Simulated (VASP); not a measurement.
All values below come from PBEsol GGA, VASP's PBE PAW potentials (set 64) (plane waves; VASP).

A VASP calculation is set up with these files.

**KPOINTS**
```
Automatic mesh
0
Gamma
7 7 7
0 0 0
```

### INCAR
```
SYSTEM=BaTiO3
PREC=Accurate; ENCUT=520; LREAL=F
LASPH=T; NBANDS=72
EDIFF=1E-7; NELM=100; ALGO=Normal
LMAXMIX=4
ISMEAR=0; SIGMA=0.01
GGA=PS
LWAVE=F; LCHARG=F; NEDOS=1001
LOPTICS=T; CSHIFT=0.1
```

### POSCAR
```
BaTiO3
4.0072780
  0.7061013008   0.4076677733   0.5789885472
 -0.7061013008   0.4076677733   0.5789885472
  0.0000000000  -0.8153355465   0.5789885472
Ba Ti O
1 1 3
Cartesian
  0.0000000000  -0.0000000000   1.7349128211
 -0.0000000000  -0.0000000000   0.8451013262
 -0.0000000000   0.4016799431   0.6015360740
 -0.3478650374  -0.2008399716   0.6015360740
  0.3478650374  -0.2008399716   0.6015360740
```

POTCAR, in this order: Ba_sv Ti_sv O (PBE.64 set). Program: vasp_std.

Problem. What will the output report for the number of irreducible k-points (NKPTS), largest plane-wave count, number of space-group operations, FFT grid (NGX, NGY, NGZ)?

Solution. 
| Quantity | Value |
|---|---|
| number of irreducible k-points (NKPTS) | 44 |
| largest plane-wave count | 1753 |
| number of space-group operations | 6 |
| FFT grid (NGX, NGY, NGZ) | 30 × 30 × 30 |

The structure comes from a measured BaTiO3 entry (R3m) of the Crystallography Open Database, whose conditions weren't checked. It was relaxed first.
